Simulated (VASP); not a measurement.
Level of theory: PBE GGA, VASP's PBE PAW potentials (set 64) (plane waves; VASP).

Input for VASP

### INCAR
```
LASPH=.TRUE.   # aspherical one-centre terms
LORBIT=10
SYSTEM=MnF2
LMAXMIX=4
ENCUT=620   # plane-wave cut-off (eV)
GGA=PE   # PBE
ISPIN=2
EDIFF=1E-6   # SCF stop (eV)
NSW=40
LWAVE=.FALSE.
ISIF=3
NELM=100   # most electronic steps
LREAL=.FALSE.   # projection in real space or not
PREC=Accurate
ALGO=Normal   # blocked Davidson
IBRION=2   # conjugate gradients
LCHARG=.FALSE.
EDIFFG=-0.02   # ionic stop
MAGMOM=4.5 -4.5 -0.0 2*0.0 -0.0
SIGMA=0.05   # width (eV)
ISMEAR=0   # Gaussian
```

POSCAR:
```
MnF2
1
    4.9354004370    -0.0000000000     0.0000000000
    0.0000000000     4.9354004370     0.0000000000
    0.0000000000     0.0000000000     3.3248314449
Mn F
2 4
Direct
  0.0000000000   0.0000000000   0.0000000000
  0.5000000000   0.5000000000   0.5000000000
  0.3036584742   0.3036584742   0.0000000000
  0.8036584742   0.1963415258   0.5000000000
  0.1963415258   0.8036584742   0.5000000000
  0.6963415258   0.6963415258   0.0000000000
```

KPOINTS:
```
Automatic mesh
0
Gamma
5 5 7
0 0 0
```

POTCAR, in this order: Mn_pv F (PBE.64 set). Program: vasp_std.

What VASP printed:

### OSZICAR
```
       N       E                     dE             d eps       ncg     rms          rms(c)
DAV:   1     0.766064909081E+03    0.76606E+03   -0.34238E+04  3072   0.214E+03
DAV:   2     0.424565811300E+02   -0.72361E+03   -0.69909E+03  3384   0.585E+02
DAV:   3    -0.407062789851E+02   -0.83163E+02   -0.81961E+02  3656   0.198E+02
DAV:   4    -0.431925753849E+02   -0.24863E+01   -0.24629E+01  3632   0.338E+01
DAV:   5    -0.432329318911E+02   -0.40357E-01   -0.40351E-01  3376   0.500E+00    0.199E+01
DAV:   6    -0.393050696586E+02    0.39279E+01   -0.26717E+01  3688   0.373E+01    0.146E+01
DAV:   7    -0.394469699772E+02   -0.14190E+00   -0.19089E+00  3232   0.104E+01    0.993E+00
DAV:   8    -0.392722677559E+02    0.17470E+00   -0.46467E-01  3224   0.622E+00    0.329E+00
DAV:   9    -0.394469361126E+02   -0.17467E+00   -0.10053E-01  3784   0.348E+00    0.856E-01
DAV:  10    -0.394515149973E+02   -0.45789E-02   -0.21071E-02  3216   0.951E-01    0.159E-01
DAV:  11    -0.394518594817E+02   -0.34448E-03   -0.83701E-04  3640   0.261E-01    0.652E-02
DAV:  12    -0.394520630300E+02   -0.20355E-03   -0.10276E-04  3432   0.814E-02    0.455E-02
DAV:  13    -0.394521053573E+02   -0.42327E-04   -0.44245E-05  3416   0.475E-02    0.148E-02
DAV:  14    -0.394521139155E+02   -0.85582E-05   -0.14202E-05  3520   0.290E-02    0.421E-03
DAV:  15    -0.394521142008E+02   -0.28530E-06   -0.70049E-07  1936   0.658E-03
   1 F= -.39452114E+02 E0= -.39452114E+02  d E =-.394521E+02  mag=     0.0000
       N       E                     dE             d eps       ncg     rms          rms(c)
DAV:   1    -0.394604576878E+02   -0.83438E-02   -0.18217E-01  3432   0.403E+00    0.804E-01
DAV:   2    -0.394526105589E+02    0.78471E-02   -0.28399E-02  3424   0.125E+00    0.483E-01
DAV:   3    -0.394525016453E+02    0.10891E-03   -0.20721E-03  3680   0.427E-01    0.168E-01
DAV:   4    -0.394524003700E+02    0.10128E-03   -0.13874E-04  3856   0.932E-02    0.110E-01
DAV:   5    -0.394523622567E+02    0.38113E-04   -0.43608E-05  3416   0.580E-02    0.356E-02
DAV:   6    -0.394523638459E+02   -0.15892E-05   -0.64539E-06  3600   0.268E-02    0.339E-03
DAV:   7    -0.394523640671E+02   -0.22117E-06   -0.50060E-07  1800   0.569E-03
   2 F= -.39452364E+02 E0= -.39452364E+02  d E =-.249866E-03  mag=    -0.0000
```

File OUTCAR:
```
------------------------ aborting loop because EDIFF is reached ----------------------------------------
  FORCE on cell =-STRESS in cart. coord.  units (eV):
  Direction    XX          YY          ZZ          XY          YZ          ZX
  --------------------------------------------------------------------------------------
  Total       -0.0001923     -0.0001923      0.0090656     -0.0000000      0.0000000      0.0000000
  in kB       -0.0038186     -0.0038186      0.1799759     -0.0000000      0.0000000      0.0000000
  external PRESSURE =       0.0574462 kB  Pullay stress =       0.0000000 kB
  volume of cell :       80.70
      direct lattice vectors                 reciprocal lattice vectors
     4.930073156  0.000000000  0.000000000     0.202836747 -0.000000000  0.000000000
     0.000000000  4.930073156  0.000000000    -0.000000000  0.202836747  0.000000000
     0.000000000  0.000000000  3.320372518     0.000000000  0.000000000  0.301171027
 POSITION                                       TOTAL-FORCE (eV/Angst)
 -----------------------------------------------------------------------------------
      0.00000      0.00000      0.00000         0.000000      0.000000      0.000000
      2.46504      2.46504      1.66019        -0.000000      0.000000      0.000000
      1.49690      1.49690      0.00000        -0.005582     -0.005582      0.000000
      3.96193      0.96814      1.66019        -0.005582      0.005582      0.000000
      0.96814      3.96193      1.66019         0.005582     -0.005582      0.000000
      3.43318      3.43318      3.32037         0.005582      0.005582      0.000000
 -----------------------------------------------------------------------------------
    total drift:                                0.000000      0.000000     -0.000000
  FREE ENERGIE OF THE ION-ELECTRON SYSTEM (eV)
  ---------------------------------------------------
  free  energy   TOTEN  =       -39.4523640671 eV

  energy  without entropy=      -39.4523640671  energy(sigma->0) =      -39.45236407

 total charge

# of ion       s       p       d       tot
------------------------------------------
    1        0.157   6.136   4.948  11.241
    2        0.157   6.136   4.948  11.241
    3        1.730   4.361   0.000   6.091
    4        1.730   4.361   0.000   6.091
    5        1.730   4.361   0.000   6.091
    6        1.730   4.361   0.000   6.091
--------------------------------------------------
tot          7.234  29.718   9.896  46.849

 magnetization (x)

# of ion       s       p       d       tot
------------------------------------------
    1        0.017   0.015   4.512   4.544
    2       -0.017  -0.015  -4.512  -4.544
    3       -0.002  -0.024   0.000  -0.027
    4        0.002   0.024   0.000   0.027
    5        0.002   0.024   0.000   0.027
    6       -0.002  -0.024   0.000  -0.027
--------------------------------------------------
tot         -0.000   0.000   0.000   0.000

 reached required accuracy - stopping structural energy minimisation
```
(Selected blocks of OUTCAR.)

**CONTCAR**
```
MnF2
   1.00000000000000
     4.9300731557928374    0.0000000000000000    0.0000000000000000
     0.0000000000000000    4.9300731557928374    0.0000000000000000
     0.0000000000000000    0.0000000000000000    3.3203725177862458
  Mn              F
     2     4
Direct
     0.0000000000000000    0.0000000000000000    0.0000000000000000
     0.5000000000000000    0.5000000000000000    0.5000000000000000
     0.3036256788488279    0.3036256788488279    0.0000000000000000
     0.8036256788488280    0.1963743211511721    0.5000000000000000
     0.1963743211511721    0.8036256788488280    0.5000000000000000
     0.6963743211511720    0.6963743211511720    1.0000000000000000
```

File OUTCAR:
```
 val. band max:        2.3960294412   @ k =   0.4000   0.0000   0.0000

 cond. band min:       4.6599616520   @ k =   0.0000   0.0000   0.0000


 Fermi energy:         2.7224157271

 spin component 1

 k-point     1 :       0.0000    0.0000    0.0000
  band No.  band energies     occupation
      1     -47.0299      1.00000
      2     -46.9683      1.00000
      3     -46.9633      1.00000
      4     -42.0983      1.00000
      5     -42.0408      1.00000
      6     -42.0357      1.00000
      7     -21.3318      1.00000
      8     -20.8489      1.00000
      9     -20.8406      1.00000
     10     -20.7853      1.00000
     11      -4.7653      1.00000
     12      -3.8061      1.00000
     13      -3.3315      1.00000
     14      -3.2552      1.00000
     15      -2.8487      1.00000
     16      -2.7987      1.00000
     17      -2.7963      1.00000
     18      -2.7552      1.00000
     19      -1.9185      1.00000
     20      -1.5524      1.00000
     21      -1.5365      1.00000
     22      -1.2435      1.00000
     23       0.7833      1.00000
     24       1.0166      1.00000
     25       1.1800      1.00000
     26       2.0296      1.00000
     27       2.3455      1.00000
     28       4.6600      0.00000
     29       5.0218      0.00000
     30       5.5136      0.00000
     31       5.5158      0.00000
     32       6.4246      0.00000

 k-point     2 :       0.2000    0.0000    0.0000
  band No.  band energies     occupation
      1     -47.0298      1.00000
      2     -46.9683      1.00000
      3     -46.9633      1.00000
      4     -42.0983      1.00000
      5     -42.0408      1.00000
      6     -42.0357      1.00000
      7     -21.2902      1.00000
      8     -20.9117      1.00000
      9     -20.8238      1.00000
     10     -20.7844      1.00000
     11      -4.6263      1.00000
     12      -3.8095      1.00000
     13      -3.2644      1.00000
     14      -3.2543      1.00000
...
```

The compound is MnF2 in the rutile structure. This run relaxes it. Symmetry was kept, so distortions that lower it aren't found.
